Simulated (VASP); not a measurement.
Input of a VASP 6.6.1 run:

Contents of INCAR:

```
SYSTEM = Pd
PREC     = Accurate       ! precision mode
ENCUT    = 600            ! plane-wave cutoff, eV
EDIFF    = 1E-7           ! SCF threshold, eV
ISMEAR   = 1              ! smearing method
SIGMA    = 0.1            ! smearing width, eV
LREAL    = .FALSE.        ! projectors in reciprocal space
LASPH    = .TRUE.         ! aspherical terms in the spheres
NELM     = 80             ! most SCF steps
ALGO     = Normal         ! electronic algorithm
ISIF     = 3              ! what is computed and relaxed
LWAVE    = .FALSE.        ! write WAVECAR
LCHARG   = .FALSE.        ! write CHGCAR
GGA      = PE             ! functional
IBRION   = 2              ! ionic algorithm
NSW      = 90             ! ionic steps
EDIFFG   = -0.005         ! ionic threshold
```

KPOINTS

```
regular mesh
0
G
  16 16 16
  0 0 0
```

Contents of POSCAR:

```
Pd                                      
1.0
    0.0000000000      1.9702591630      1.9702591630
    1.9702591630      0.0000000000      1.9702591630
    1.9702591630      1.9702591630     -0.0000000000
  Pd            
     1
Direct
     0.0000000000000000    0.0000000000000000    0.0000000000000000
```

Potentials or basis: VASP PAW PBE potentials, release 64 (Pd).

Run with:

```sh
$ cat potpaw_PBE.64/Pd/POTCAR > POTCAR
$ mpirun -np 1 vasp_std > vasp.out
```

**Question.** Estimate the relaxed cell.

**Answer.** a = 2.786 Å, b = 2.786 Å, c = 2.786 Å, α = 60.00°, β = 60.00°, γ = 60.00°.

**Question.** Estimate the band gap on the k mesh.

**Answer.** None (metal or under the smearing width).

Final structure:
```
CELL_PARAMETERS angstrom
0.00000 1.96996 1.96996
1.96996 0.00000 1.96996
1.96996 1.96996 0.00000
ATOMIC_POSITIONS crystal
Pd 0.00000 0.00000 0.00000
```
